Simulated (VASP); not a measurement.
Given:

```xyz
6
Lattice="3.6983 0.0000 0.0000 0.0000 3.6983 0.0000 0.0000 0.0000 8.8603" Properties=species:S:1:pos:R:3 pbc="T T T"
Zr     0.0000     1.8492     2.3423
Zr     1.8492     0.0000     6.5180
Si     1.8492     1.8492     4.4301
Si     0.0000     0.0000     4.4301
Te     1.8492     0.0000     1.1448
Te     0.0000     1.8492     7.7155
```

Calculation: LDA (Ceperley-Alder, Perdew-Zunger), VASP's LDA PAW potentials (set 64) (plane waves; VASP). Settings: 400 eV cut-off, 7×7×3 Γ-centred mesh, tetrahedra with Blöchl corrections, potentials Zr_sv Si Te.

Unless said otherwise, spin-orbit coupling is left out, though it shifts the bands of the heavy elements here.

**Question.** Predict the energy per atom (σ→0), band gap (on the k-mesh) with the smallest direct gap where there is one.

**Answer.** 
The band gap (on the k-mesh) comes out as none (metal, semimetal or under 0.01 eV) and the energy per atom (σ→0) is -7.240 eV/atom.

The structure comes from a computed database's ZrSiTe entry (P4/nmm); how it stands against other phases isn't given here. It was relaxed first, which changed the volume by -12 %.
